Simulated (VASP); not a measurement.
Here is the system:

```xyz
1
Lattice="0.0000 2.7739 2.7739 2.7739 0.0000 2.7739 2.7739 2.7739 0.0000" Properties=species:S:1:pos:R:3 pbc="T T T"
Ca     0.0000     0.0000     0.0000
```

All values below come from r2SCAN+rVV10, VASP's PBE PAW potentials (set 64) (plane waves; VASP). Numerical set-up: 520 eV cut-off, 13×13×13 Γ-centred mesh, tetrahedra with Blöchl corrections, potentials Ca_sv.

Question: What does the run give for the energy per atom (σ→0), band gap (over mesh and band path) with the smallest direct gap where there is one?

Answer: 
```
Property                                                               Value
----------------------------------  ----------------------------------------
band gap (over mesh and band path)  none (metal, semimetal or under 0.01 eV)
energy per atom (σ→0)                                         -6.747 eV/atom
```

The compound is Ca in the fcc structure. It was relaxed first.
